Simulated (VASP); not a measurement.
All values below come from PBEsol GGA, VASP's PBE PAW potentials (set 64) (plane waves; VASP 6.6.1).

VASP input:

### KPOINTS
```
Automatic mesh
0
gamma
  12 12 12
```

POSCAR:
```
FeSi
4.4045630
  1.0000000602   0.0000000000   0.0000000000
  0.0000000000   1.0000000602   0.0000000000
  0.0000000000   0.0000000000   1.0000000602
Fe Si
4 4
Cart
  0.8627417618   0.6372583285   0.3627417317
  0.3627417317   0.8627417618   0.6372583285
  0.1372582984   0.1372582984   0.1372582984
  0.6372583285   0.3627417317   0.8627417618
  0.1588931792   0.3411068509   0.6588932093
  0.6588932093   0.1588931792   0.3411068509
  0.8411068810   0.8411068810   0.8411068810
  0.3411068509   0.6588932093   0.1588931792
```

**INCAR**
```
LMAXMIX=4   ! l cut-off of mixed one-centre charges
SYSTEM=FeSi
NELM=100
LASPH=.TRUE.   ! aspherical one-centre terms
GGA=PS   ! PBEsol
LOPTICS=.TRUE.
LWAVE=.FALSE.
CSHIFT=0.1
ENCUT=400
ISMEAR=0   ! Gaussian
EDIFF=1E-7   ! SCF stop (eV)
PREC=Accurate
NBANDS=87
NEDOS=1001   ! DOS grid
ALGO=Normal   ! blocked Davidson
LREAL=.FALSE.
LCHARG=.FALSE.
SIGMA=0.01   ! width (eV)
```

POTCAR, in this order: Fe Si (PBE.64 set). Program: vasp_std.

Output of the run:

### OUTCAR
```
 ion  position               nearest neighbor table
   1  0.863  0.637  0.363-   5 2.26   6 2.29   7 2.29   8 2.29   6 2.47   7 2.47   8 2.47   2 2.70
                             4 2.70   3 2.70   3 2.70   2 2.70   4 2.70
   2  0.363  0.863  0.637-   6 2.26   5 2.29   7 2.29   8 2.29   8 2.47   5 2.47   7 2.47   1 2.70
                             3 2.70   4 2.70   3 2.70   1 2.70   4 2.70
   3  0.137  0.137  0.137-   7 2.26   6 2.29   5 2.29   8 2.29   8 2.47   5 2.47   6 2.47   2 2.70
                             4 2.70   1 2.70   2 2.70   1 2.70   4 2.70
   4  0.637  0.363  0.863-   8 2.26   6 2.29   7 2.29   5 2.29   5 2.47   6 2.47   7 2.47   1 2.70
                             1 2.70   2 2.70   2 2.70   3 2.70   3 2.70
   5  0.159  0.341  0.659-   1 2.26   2 2.29   3 2.29   4 2.29   2 2.47   3 2.47   4 2.47   8 2.73
                             6 2.73   8 2.73   7 2.73   7 2.73   6 2.73
   6  0.659  0.159  0.341-   2 2.26   1 2.29   3 2.29   4 2.29   4 2.47   1 2.47   3 2.47   8 2.73
                             7 2.73   5 2.73   8 2.73   7 2.73   5 2.73
   7  0.841  0.841  0.841-   3 2.26   2 2.29   1 2.29   4 2.29   4 2.47   1 2.47   2 2.47   5 2.73
                             6 2.73   8 2.73   6 2.73   5 2.73   8 2.73
   8  0.341  0.659  0.159-   4 2.26   2 2.29   3 2.29   1 2.29   1 2.47   2 2.47   3 2.47   7 2.73
                             5 2.73   5 2.73   6 2.73   6 2.73   7 2.73
  LATTYP: Found a simple cubic cell.
 ALAT       =     4.4045632652
 Subroutine PRICEL returns:
 Original cell was already a primitive cell.
 Subroutine GETGRP returns: Found 12 space group operations
The static configuration has the point symmetry C_3 .
 The point group associated with its full space group is T   .
The dynamic configuration has the point symmetry C_3 .
...
```

OSZICAR:
```
       N       E                     dE             d eps       ncg     rms          rms(c)
DAV:   1     0.288423152139E+03    0.28842E+03   -0.11510E+04 20768   0.505E+02
DAV:   2    -0.342182446221E+02   -0.32264E+03   -0.27449E+03 20770   0.156E+02
DAV:   3    -0.711299329902E+02   -0.36912E+02   -0.31789E+02 22702   0.540E+01
DAV:   4    -0.722931256150E+02   -0.11632E+01   -0.11507E+01 24644   0.104E+01
DAV:   5    -0.723058224528E+02   -0.12697E-01   -0.12694E-01 23780   0.103E+00    0.346E+01
DAV:   6    -0.769297466564E+02   -0.46239E+01   -0.11912E+01 26770   0.576E+01    0.304E+01
DAV:   7    -0.644274188531E+02    0.12502E+02   -0.94257E+00 26917   0.405E+01    0.835E+00
DAV:   8    -0.638855665423E+02    0.54185E+00   -0.28894E-01 32325   0.475E+00    0.253E+00
DAV:   9    -0.638288857904E+02    0.56681E-01   -0.49912E-02 31622   0.107E+00    0.828E-01
DAV:  10    -0.638251149390E+02    0.37709E-02   -0.45921E-03 23605   0.245E-01    0.248E-01
DAV:  11    -0.638249014965E+02    0.21344E-03   -0.18564E-04 30998   0.743E-02    0.551E-02
DAV:  12    -0.638249139400E+02   -0.12444E-04   -0.10058E-04 23518   0.385E-02    0.280E-02
DAV:  13    -0.638249102868E+02    0.36532E-05   -0.17556E-06 23958   0.638E-03    0.975E-03
DAV:  14    -0.638249088895E+02    0.13973E-05   -0.39710E-07 26159   0.660E-03    0.298E-03
DAV:  15    -0.638249088378E+02    0.51689E-07   -0.82448E-08 15652   0.132E-03
   1 F= -.63824909E+02 E0= -.63824909E+02  d E =-.723642E-13
 imaginary and real dielectric function
```

### OUTCAR
```
------------------------ aborting loop because EDIFF is reached ----------------------------------------
  FORCE on cell =-STRESS in cart. coord.  units (eV):
  Direction    XX          YY          ZZ          XY          YZ          ZX
  --------------------------------------------------------------------------------------
  Total        0.0113285      0.0113285      0.0113285      0.0000000      0.0000000      0.0000000
  in kB        0.2124102      0.2124102      0.2124102      0.0000000      0.0000000      0.0000000
  external PRESSURE =       0.2124102 kB  Pullay stress =       0.0000000 kB
  volume of cell :       85.45
      direct lattice vectors                 reciprocal lattice vectors
     4.404563265  0.000000000  0.000000000     0.227037266  0.000000000  0.000000000
     0.000000000  4.404563265  0.000000000     0.000000000  0.227037266  0.000000000
     0.000000000  0.000000000  4.404563265     0.000000000  0.000000000  0.227037266
 POSITION                                       TOTAL-FORCE (eV/Angst)
 -----------------------------------------------------------------------------------
      3.80000      2.80684      1.59772        -0.003184      0.003184     -0.003184
      1.59772      3.80000      2.80684        -0.003184     -0.003184      0.003184
      0.60456      0.60456      0.60456         0.003184      0.003184      0.003184
      2.80684      1.59772      3.80000         0.003184     -0.003184     -0.003184
      0.69986      1.50243      2.90214         0.002424     -0.002424      0.002424
      2.90214      0.69986      1.50243         0.002424      0.002424     -0.002424
      3.70471      3.70471      3.70471        -0.002424     -0.002424     -0.002424
      1.50243      2.90214      0.69986        -0.002424      0.002424      0.002424
 -----------------------------------------------------------------------------------
    total drift:                                0.000002      0.000001     -0.000000
  FREE ENERGIE OF THE ION-ELECTRON SYSTEM (eV)
  ---------------------------------------------------
  free  energy   TOTEN  =       -63.8249088378 eV

  energy  without entropy=      -63.8249088378  energy(sigma->0) =      -63.82490884

 plasma frequency squared (from intraband transitions) (eV^2)
  --------------------------------------------------------------------------------------
       0.000       0.000       0.000
       0.000       0.000       0.000
      -0.000       0.000       0.000

 plasma frequency squared (from interband transitions, int dw w eps(2)(w)) (eV^2)
  --------------------------------------------------------------------------------------
     549.343       0.000       0.000      -0.000      -0.000      -0.000
       0.000       0.000     549.343       0.000      -0.000       0.000
      -0.000       0.000      -0.000      -0.000     549.343       0.000
```
(Selected blocks of OUTCAR.)

The dielectric response may not be converged in the k-mesh; for small gaps it tends to come out too large.

The compound is FeSi in the B20 structure. It was relaxed first, which changed the volume by -6 %. The run is not spin-polarised, so no magnetic state was tried.
